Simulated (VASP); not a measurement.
```
CELL_PARAMETERS angstrom
      6.56202     0.00000     0.00000
      0.00000     6.56202     0.00000
      0.00000     0.00000     3.32092
ATOMIC_POSITIONS crystal
  Si 0.13294 0.63294 0.00000
  Si 0.86706 0.36706 0.00000
  Si 0.36706 0.13294 0.00000
  Si 0.63294 0.86706 0.00000
  W  0.50000 0.50000 0.00000
  W  0.00000 0.00000 0.00000
  W  0.66134 0.16134 0.50000
  W  0.33866 0.83866 0.50000
  W  0.83866 0.66134 0.50000
  W  0.16134 0.33866 0.50000
```

Method: r2SCAN meta-GGA, VASP's PBE PAW potentials (set 64) (plane waves; VASP 6.6.1). Settings: 400 eV cut-off, 5×5×10 Γ-centred mesh, tetrahedra with Blöchl corrections, potentials Si W_sv.

For a metal the tetrahedron method with Blöchl corrections gives inexact stress and forces.

Which forces act on the atoms, in eV/Å?

```json
[
 {"atom": "Si1", "Fx": "-0.026", "Fy": "-0.026", "Fz": "0.000"},
 {"atom": "Si2", "Fx": "0.026", "Fy": "0.026", "Fz": "0.000"},
 {"atom": "Si3", "Fx": "0.026", "Fy": "-0.026", "Fz": "0.000"},
 {"atom": "Si4", "Fx": "-0.026", "Fy": "0.026", "Fz": "0.000"},
 {"atom": "W5", "Fx": "0.000", "Fy": "0.000", "Fz": "0.000"},
 {"atom": "W6", "Fx": "0.000", "Fy": "0.000", "Fz": "0.000"},
 {"atom": "W7", "Fx": "-0.079", "Fy": "-0.079", "Fz": "0.000"},
 {"atom": "W8", "Fx": "0.079", "Fy": "0.079", "Fz": "0.000"},
 {"atom": "W9", "Fx": "0.079", "Fy": "-0.079", "Fz": "0.000"},
 {"atom": "W10", "Fx": "-0.079", "Fy": "0.079", "Fz": "0.000"}
]
```

Give the stress tensor in GPa (positive for a compressed cell).

```
0.06  0.00  0.00
0.00  0.06  0.00
0.00  0.00  0.07
```
The pressure is its mean diagonal, 0.06 GPa.

The structure comes from a computed database's Si2W3 entry (P4/mbm); how it stands against other phases isn't given here. It was relaxed first.
